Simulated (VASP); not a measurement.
VASP runs on SiC (space group F-43m) share one base input (PBEsol GGA, plane waves, VASP's PBE PAW potentials (set 64)) and change the settings named in each case.

**KPOINTS**
```
Automatic
0
Gamma
11 11 11
0 0 0
```

**INCAR**
```
! general
SYSTEM = SiC
PREC   = Accurate
ENCUT  = 400
LREAL  = .False.   ! projection in real space or not
LASPH  = .True.   ! aspherical one-centre terms

! electronic loop
EDIFF  = 1E-6   ! SCF stop (eV)
NELM   = 100
ALGO   = Normal

! smearing
ISMEAR = 0   ! Gaussian
SIGMA  = 0.05

! functional
GGA    = PS   ! PBEsol

! ions
ISIF   = 2   ! forces and stress, cell fixed

! output
LWAVE  = .False.
LCHARG = .False.
```

POSCAR:
```
SiC
1
    0.0000000000     2.1648040000     2.1648040000
    2.1648040000     0.0000000000     2.1648040000
    2.1648040000     2.1648040000     0.0000000000
Si C
1 1
Direct
  0.2500000000   0.2500000000   0.2500000000
  0.0000000000   0.0000000000   0.0000000000
```

POTCAR, in this order: Si C (PBE.64 set). Program: vasp_std.

| change | E(σ→0) (eV/atom) | pressure (GPa) | −TS (eV) |
|---|---|---|---|
| base run | -7.9565 | 3.46 | 0.0000 |
| EDIFF = 1E-09, ENCUT = 560, KPOINTS 15×15×15 Γ-centred mesh | -7.9546 | 4.62 | 0.0000 |
| ENCUT = 200, KPOINTS 2×2×2 Γ-centred mesh | -6.6403 | -15.19 | 0.0000 |
| ENCUT = 320, GGA removed, KPOINTS 2×2×2 Γ-centred mesh, POTCAR Si C (LDA.64 set) | -7.0524 | 2.28 | 0.0000 |
| ENCUT = 240, KPOINTS 3×3×3 Γ-centred mesh | -7.6890 | -12.43 | 0.0000 |
| ENCUT = 240, ISMEAR = 1, SIGMA = 0.2, KPOINTS 1×1×1 Γ-centred mesh shifted by (0.5, 0.5, 0.5) | -6.6829 | -11.19 | 0.0232 |
| ENCUT = 200, ISMEAR = 1, SIGMA = 0.136, KPOINTS 8×8×8 Γ-centred mesh | -7.9735 | -21.71 | 0.0006 |
| AEXX = 0.2, AGGAC = 0.81, AGGAX = 0.72, ALDAC = 0.19, GGA = B3, HFRCUT = -1, ISYM = 3, LHFCALC = .TRUE., PRECFOCK = Fast, KPOINTS 3×3×3 Γ-centred mesh | -8.0821 | 7.34 | 0.0000 |
| AEXX = 0.25, GGA = PE, HFSCREEN = 0.2, ISYM = 3, LHFCALC = .TRUE., PRECFOCK = Fast, KPOINTS 4×4×4 Γ-centred mesh | -8.6766 | 2.03 | 0.0000 |
 Energies of different potentials or functionals have different zeros.  At 400 eV the pressure can carry a Pulay error.

Left out are runs that ran out of time, are held back, or changed the cell or the kind of run, fixed moments of cells without a moment, rows past the twelfth, gaps on odd meshes, pressures of charged cells and columns that move by less than the noise.

The structure comes from a computed database's SiC entry; how it stands against other phases isn't given here. The cell was not relaxed at this level, its lattice was scaled by up to 2.5 %.
